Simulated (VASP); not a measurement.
Level of theory: PBEsol GGA, VASP's PBE PAW potentials (set 64) (plane waves; VASP).

Input for VASP

**INCAR**
```
SYSTEM = BBi
PREC = Accurate
ENCUT = 520
EDIFF = 1E-7
NELM = 100
ALGO = Normal
LREAL = .FALSE.
LASPH = .TRUE.
ISMEAR = 0
SIGMA = 0.05
GGA = PS
LMAXMIX = 4
LWAVE = .FALSE.
LCHARG = .FALSE.
LORBIT = 11
ICHARG = 11
```

### KPOINTS
```
k-points along high-symmetry lines
10
Line-mode
Reciprocal
  0.000000   0.000000   0.000000 ! GAMMA
  0.500000   0.000000   0.000000 ! M

  0.500000   0.000000   0.000000 ! M
  0.333333   0.333333   0.000000 ! K

  0.333333   0.333333   0.000000 ! K
  0.000000   0.000000   0.000000 ! GAMMA

  0.000000   0.000000   0.000000 ! GAMMA
  0.000000   0.000000   0.500000 ! A

  0.000000   0.000000   0.500000 ! A
  0.500000   0.000000   0.500000 ! L

  0.500000   0.000000   0.500000 ! L
  0.333333   0.333333   0.500000 ! H

  0.333333   0.333333   0.500000 ! H
  0.000000   0.000000   0.500000 ! A

  0.500000   0.000000   0.500000 ! L
  0.500000   0.000000   0.000000 ! M

  0.333333   0.333333   0.500000 ! H
  0.333333   0.333333   0.000000 ! K
```

File POSCAR:
```
BBi
1.0
  3.8383656692   0.0000000000   0.0000000000
 -1.9191828346   3.3241225471   0.0000000000
  0.0000000000   0.0000000000   9.5203906106
B Bi
2 2
Direct
  0.3333330000   0.6666670000   0.2500000000
  0.6666670000   0.3333330000   0.7500000000
  0.6666670000   0.3333330000   0.2500000000
  0.3333330000   0.6666670000   0.7500000000
```

POTCAR, in this order: B Bi_d (PBE.64 set). Program: vasp_std. Read from the step before: CHGCAR.

Output of the run:

File OUTCAR:
```
 ion  position               nearest neighbor table
   1  0.333  0.667  0.250-   3 2.22   3 2.22   3 2.22
   2  0.667  0.333  0.750-   4 2.22   4 2.22   4 2.22
   3  0.667  0.333  0.250-   1 2.22   1 2.22   1 2.22
   4  0.333  0.667  0.750-   2 2.22   2 2.22   2 2.22
  LATTYP: Found a hexagonal cell.
 ALAT       =     3.8383656692
 C/A-ratio  =     2.4803240314
 Subroutine PRICEL returns:
 Original cell was already a primitive cell.
 Subroutine GETGRP returns: Found 24 space group operations
The static configuration has the point symmetry D_3d.
 The point group associated with its full space group is D_6h.
The dynamic configuration has the point symmetry D_3d.
 Subroutine INISYM returns: Found 24 space group operations
   k-points           NKPTS =     90   k-points in BZ     NKDIM =     90   number of bands    NBANDS=     22
   number of dos      NEDOS =    301   number of ions     NIONS =      4
   total plane-waves  NPLWV =  64800
   dimension x,y,z NGX =    30 NGY =   30 NGZ =   72
   dimension x,y,z NGXF=    60 NGYF=   60 NGZF=  144
   ions per type =               2   2
   PREC   = accura    normal or accurate (medium, high low for compatibility)
   ISTART =      0    job   : 0-new  1-cont  2-samecut
   ICHARG =     11    charge: 1-file 2-atom 10-const
   ISPIN  =      1    spin polarized calculation?
   LNONCOLLINEAR =      F non collinear calculations
   LSORBIT =      F    spin-orbit coupling
   INIWAV =      1    electr: 0-lowe 1-rand  2-diag
   ENCUT  =  520.0 eV  38.22 Ry    6.18 a.u.   7.14  7.14 17.70*2*pi/ulx,y,z
   NELM   =    100;   NELMIN=  2; NELMDL= -5     # of ELM steps
   EDIFF  = 0.1E-06   stopping-criterion for ELM
   LREAL  =      F    real-space projection
   NLSPLINE    = F    spline interpolate recip. space projectors
   LMAXMIX     =    4 max onsite mixed and CHGCAR
   VOSKOWN=      0    Vosko Wilk Nusair interpolation
   EDIFFG = 0.1E-05   stopping-criterion for IOM
   NSW    =      0    number of steps for IOM
   NBLOCK =      1;   KBLOCK =      1    inner block; outer block
   IBRION =     -1    ionic relax: 0-MD 1-quasi-New 2-CG
   NFREE  =      0    steps in history (QN), initial steepest desc. (CG)
   ISIF   =      2    stress and relaxation
   ISYM   =      2    0-nonsym 1-usesym 2-fastsym
   TEIN   =    0.0    initial temperature
   TEBEG  =    0.0;   TEEND  =   0.0 temperature during run
   SMASS  =  -3.00    Nose mass-parameter (am)
   PSTRESS=    0.0 pullay stress
   NELECT =      36.0000    total number of electrons
   EFERMI =   0.00;   METHOD = LEGACY
   ISMEAR =     0;   SIGMA  =   0.05  broadening in eV -4-tet -1-fermi 0-gaus
   IALGO  =     38    algorithm
   LDIAG  =      T    sub-space diagonalisation (order eigenvalues)
   IMIX   =      4    mixing-type and parameters
     AMIX     =   0.40;   BMIX     =  1.00
     AMIX_MAG =   1.60;   BMIX_MAG =  1.00
     AMIN     =   0.10
   GGA     = PS    functional components
   VOSKOWN =     0    Vosko Wilk Nusair interpolation
   LHFCALC =     F    Hartree Fock is set to
   LHFONE  =     F    Hartree Fock one center treatment
   AEXX    =    0.0000 exact exchange contribution
   IVDW    =     0    specifies the selected vdW correction
   LEPSILON=     F    determine dielectric tensor
   LRPA    =     F    only Hartree local field effects (RPA)
  energy-cutoff  :      520.00
  volume of cell :      121.47
      direct lattice vectors                 reciprocal lattice vectors
     3.838365669  0.000000000  0.000000000     0.260527549  0.150415634  0.000000000
    -1.919182835  3.324122547  0.000000000     0.000000000  0.300831268  0.000000000
     0.000000000  0.000000000  9.520390611     0.000000000  0.000000000  0.105037707
 k-point     1 :   0.0000 0.0000 0.0000  plane waves:    3245
 k-point     2 :   0.0556 0.0000 0.0000  plane waves:    3247
 k-point     3 :   0.1111 0.0000 0.0000  plane waves:    3251
 k-point     4 :   0.1667 0.0000 0.0000  plane waves:    3265
 k-point     5 :   0.2222 0.0000 0.0000  plane waves:    3272
 k-point     6 :   0.2778 0.0000 0.0000  plane waves:    3262
...
```

### OSZICAR
```
       N       E                     dE             d eps       ncg     rms          rms(c)
DAV:   1     0.342808445104E+03    0.34281E+03   -0.18625E+04  3984   0.169E+03
DAV:   2     0.167376814803E+02   -0.32607E+03   -0.32077E+03  4164   0.433E+02
DAV:   3    -0.137143012293E+02   -0.30452E+02   -0.29662E+02  4944   0.156E+02
DAV:   4    -0.147828861181E+02   -0.10686E+01   -0.10673E+01  4850   0.318E+01
DAV:   5    -0.148233862000E+02   -0.40500E-01   -0.40495E-01  5484   0.551E+00
DAV:   6    -0.148243774034E+02   -0.99120E-03   -0.99119E-03  5582   0.816E-01
DAV:   7    -0.148244012140E+02   -0.23811E-04   -0.23811E-04  5540   0.106E-01
DAV:   8    -0.148244017027E+02   -0.48869E-06   -0.48894E-06  5642   0.167E-02
DAV:   9    -0.148244017154E+02   -0.12647E-07   -0.12464E-07  3776   0.254E-03
   1 F= -.14824402E+02 E0= -.14824270E+02  d E =-.262981E-03
```

### OUTCAR
```
 val. band max:        3.2281956030   @ k =   0.2963   0.2963   0.0000

 cond. band min:       3.3722225280   @ k =   0.3333   0.3333   0.5000



 k-point     1 :       0.0000    0.0000    0.0000
  band No.  band energies     occupation
      1     -19.8252      2.00000
      2     -19.8252      2.00000
      3     -19.8252      2.00000
      4     -19.8252      2.00000
      5     -19.8092      2.00000
      6     -19.8084      2.00000
      7     -19.6678      2.00000
      8     -19.6678      2.00000
      9     -19.6675      2.00000
     10     -19.6675      2.00000
     11     -10.1884      2.00000
     12     -10.1065      2.00000
     13      -0.7856      2.00000
     14       0.3265      2.00000
     15       1.9980      2.00000
     16       1.9981      2.00000
     17       2.0388      2.00000
     18       2.0388      2.00000
     19       3.5976      0.00000
     20       3.6933      0.00000
     21       5.7932      0.00000
     22       7.5061      0.00000

 k-point     2 :       0.0556    0.0000    0.0000
  band No.  band energies     occupation
      1     -19.8253      2.00000
      2     -19.8253      2.00000
      3     -19.8224      2.00000
      4     -19.8224      2.00000
      5     -19.8073      2.00000
      6     -19.8065      2.00000
      7     -19.6688      2.00000
      8     -19.6685      2.00000
      9     -19.6681      2.00000
     10     -19.6677      2.00000
     11     -10.1540      2.00000
     12     -10.0723      2.00000
     13      -0.7433      2.00000
     14       0.3681      2.00000
     15       1.5015      2.00000
     16       1.5533      2.00000
     17       1.9039      2.00000
     18       1.9457      2.00000
     19       3.9946      0.00000
     20       4.0750      0.00000
     21       5.8290      0.00000
     22       7.4666      0.00000

 k-point     3 :       0.1111    0.0000    0.0000
  band No.  band energies     occupation
      1     -19.8260      2.00000
      2     -19.8260      2.00000
...
```

The density is held fixed in this step, so its total energy and stress have no physical meaning. Without a dispersion term in the relaxation, distances and binding between the weakly bound layers, chains or molecules are unreliable, and so is what depends on them. Unless said otherwise, spin-orbit coupling is left out, though it shifts the bands of the heavy elements here.

The structure was generated: BBi was put into the layered h-BN type type (P6_3/mmc), which need not be its known phase. It was relaxed first, which changed the volume by -7 %.
